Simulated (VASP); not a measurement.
A convergence study with VASP on GaN (wurtzite): one setting is varied, all else stays as given below, so the limit is that of these other settings. Each run relaxes cell and ions from the cell shown. The basis is that of the starting cell, so low cut-offs carry a Pulay error.

```
CELL_PARAMETERS angstrom
      1.59500    -2.76262     0.00000
      1.59500     2.76262     0.00000
      0.00000     0.00000     5.19000
ATOMIC_POSITIONS crystal
  Ga 0.66667 0.33333 0.50000
  Ga 0.33333 0.66667 0.00000
  N  0.66667 0.33333 0.87700
  N  0.33333 0.66667 0.37700
```

Computed with LDA (Ceperley-Alder, Perdew-Zunger), VASP's LDA PAW potentials (set 64) (plane waves; VASP). The tightest run used: 800 eV cut-off, 7×7×4 Γ-centred mesh, Gaussian smearing of 0.050 eV, potentials Ga_d N.

### Question
The settings run are ENCUT = 250; ENCUT = 300; ENCUT = 350; ENCUT = 400; ENCUT = 450; ENCUT = 500; ENCUT = 550; ENCUT = 600; ENCUT = 650; ENCUT = 700; ENCUT = 750; ENCUT = 800. From which on does the relaxed volume stay within 0.1 Å³/atom of the tightest run?

### Answer
From ENCUT = 450 on: it is off by 0.037 there and by no more than 0.1 in any finer run, while ENCUT = 400 is off by 0.151.
```csv
setting,relaxed volume (Å³/atom),E (eV/atom),plane waves,difference judged (Å³/atom)
ENCUT = 250,9.773,-7.2340,422,1.338
ENCUT = 300,10.393,-7.0663,556,0.718
ENCUT = 350,10.741,-6.9997,695,0.370
ENCUT = 400,10.960,-6.9851,848,0.151
ENCUT = 450,11.074,-6.9798,1014,0.037
ENCUT = 500,11.110,-6.9777,1182,0.001
ENCUT = 550,11.109,-6.9775,1358,0.002
ENCUT = 600,11.105,-6.9779,1542,0.006
ENCUT = 650,11.103,-6.9784,1762,0.008
ENCUT = 700,11.105,-6.9788,1935,0.006
ENCUT = 750,11.108,-6.9791,2150,0.003
ENCUT = 800,11.111,-6.9793,2388,0.000
```

Left out are rungs that failed or repeat a setting and relaxations that didn't move; long series are thinned to 24 rows.

The compound is GaN in the wurtzite structure.
